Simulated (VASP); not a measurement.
Energy against volume of CsI (CsCl type). These are PBEsol GGA, VASP's PBE PAW potentials (set 64) (plane waves; VASP) values and carry that method's errors. Run with 520 eV cut-off, 6×6×6 Γ-centred mesh, Gaussian smearing of 0.050 eV, potentials Cs_sv I.

```json
[
 {"V (Å³/atom)": "44.692", "E (eV/atom)": "-2.88580"},
 {"V (Å³/atom)": "46.075", "E (eV/atom)": "-2.88733"},
 {"V (Å³/atom)": "47.457", "E (eV/atom)": "-2.88557"},
 {"V (Å³/atom)": "48.839", "E (eV/atom)": "-2.88111"}
]
```

Q: Fit these four points and predict the energy of the run at 43.310 Å³/atom.

A: A cubic in V^(−2/3), the third-order Birch-Murnaghan form, passes through the four points with V0 = 45.98 Å³/atom and B0 = 13 GPa, and gives -2.8803 eV/atom there. The run gave -2.8803 eV/atom, -0.0 meV/atom from the fit; all five points give B0 = 13 GPa.

The compound is CsI in the CsCl type structure. It was relaxed first.
